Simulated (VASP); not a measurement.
A run of VASP 6.6.1 is set up as follows.

Contents of INCAR:

```
SYSTEM = PmS
PREC     = Accurate       ! precision mode
ENCUT    = 520            ! plane-wave cutoff, eV
EDIFF    = 1E-7           ! SCF threshold, eV
ISMEAR   = 0              ! smearing method
SIGMA    = 0.05           ! smearing width, eV
LREAL    = .False.        ! projectors in reciprocal space
LASPH    = .True.         ! aspherical terms in the spheres
NELM     = 150            ! most SCF steps
ALGO     = Normal         ! electronic algorithm
ISIF     = 2              ! what is computed and relaxed
LWAVE    = .False.        ! write WAVECAR
LCHARG   = .False.        ! write CHGCAR
ISPIN    = 2              ! spin polarisation
MAGMOM   = 0 0            ! initial moments
LORBIT   = 11             ! projections on sites
LMAXMIX  = 6              ! l up to which the mixer works
LDAU     = .True.         ! DFT+U
LDAUTYPE = 2            
LDAUL    = 3 -1           ! shell
LDAUU    = 7 0            ! U, eV
LDAUJ    = 0 0          
LDAUPRINT= 1            
METAGGA  = R2SCAN         ! meta-GGA
LMIXTAU  = .True.
```

The input KPOINTS:

```
regular mesh
0
Gamma
  6 6 5
  0 0 0
```

The input POSCAR:

```
PmS
1.0
    3.7551346500      0.0000000000      0.0000000000
   -1.8775673200      3.2520420000      0.0000000000
    0.0000000000      0.0000000000      3.6648253700
Pm S
1 1
Direct
    0.0000000000      0.0000000000      0.0000000000
    0.6666666667      0.3333333333      0.5000000000
```

Potentials or basis: VASP PAW PBE potentials, release 64 (Pm, S).

The run is started by

```console
$ cat potpaw_PBE.64/Pm/POTCAR potpaw_PBE.64/S/POTCAR > POTCAR
$ mpirun -np 1 vasp_std > vasp.out
```

**Question.** Predict the site moments.

**Answer.** Pm -4.88; S +0.07 μB.

**Question.** Estimate the net moment.

**Answer.** -5.00 μB per cell.

Eigenvalues of the final occupation matrices:
| site | spin | trace | eigenvalues |
| --- | --- | --- | --- |
| site 1 f | 1 | 0.01 | 0.00 0.00 0.00 0.00 0.00 0.00 0.00 |
| site 1 f | 2 | 4.88 | 0.00 0.00 0.97 0.97 0.97 0.97 0.98 |

Caveat: the magnetic or orbital state may not be the lowest; the bands computed are all filled at some k points, so no gap is given; spin-orbit coupling is left out, which moves the levels of the heavy elements.
